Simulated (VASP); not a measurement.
Crystal: Ti2TeAs2.

```
CELL_PARAMETERS angstrom
1.97190 1.13848 8.35730
-1.97190 1.13848 8.35730
0.00000 -2.27696 8.35730
ATOMIC_POSITIONS crystal
Ti 0.40736 0.40736 0.40736
Ti 0.59264 0.59264 0.59264
Te 0.00000 0.00000 0.00000
As 0.20860 0.20860 0.20860
As 0.79140 0.79140 0.79140
```

The cell was built by a generator and needn't be a form met in nature.

| Item | Value |
| --- | --- |
| Program | VASP 6.6.1 |
| Task | relaxation of cell and atoms |
| Functional | PBE |
| Potentials or basis | VASP PAW PBE potentials, release 64 (Ti_sv, Te, As) |
| Cutoff | 520 eV |
| k mesh | 4 × 4 × 4 |
| Occupations | gaussian, width 0.15 eV |
| Spin | no spin polarisation |

At the start: pressure -3.3 GPa; volume 22.51 Å³/atom.

Question: How do energy, volume and symmetry change on relaxing?

Answer: Over 12 steps the energy falls by 127.0 meV/atom and the volume is 21.87 Å³/atom (-2.9 %); space group R-3m (No. 166, to 0.05 Å).

The path:
```csv
step,energy change (eV),largest force (eV/Å),pressure (GPa),volume (Å³)
1,0.0000,1.2774,-3.33,112.57
2,-0.3209,0.4818,2.89,105.00
3,-0.3255,0.5609,3.86,104.10
4,-0.5566,0.4227,2.01,107.38
5,-0.6061,0.3685,0.71,109.75
6,-0.6174,0.2079,-1.00,111.43
7,-0.6180,0.2419,-0.94,111.17
8,-0.6275,0.1570,-0.72,110.57
9,-0.6300,0.1538,-0.47,110.12
10,-0.6329,0.0940,0.25,109.29
11,-0.6329,0.1033,0.28,109.19
12,-0.6350,0.0729,0.43,109.36
```

Final structure:
```cif
data_structure
_symmetry_space_group_name_H-M 'P 1'
_symmetry_Int_Tables_number 1
_cell_length_a 9.5842
_cell_length_b 9.5842
_cell_length_c 9.5842
_cell_angle_alpha 22.111
_cell_angle_beta 22.111
_cell_angle_gamma 22.111
_cell_volume 109.36
loop_
_atom_site_label
_atom_site_type_symbol
_atom_site_fract_x
_atom_site_fract_y
_atom_site_fract_z
_atom_site_occupancy
Ti1 Ti 0.40371 0.40371 0.40371 1
Ti2 Ti 0.59629 0.59629 0.59629 1
Te1 Te 0.00000 0.00000 0.00000 1
As1 As 0.21487 0.21487 0.21487 1
As2 As 0.78513 0.78513 0.78513 1
```

Caveat: the k mesh is coarse (spacing up to 0.46 Å⁻¹), so the values aren't converged.
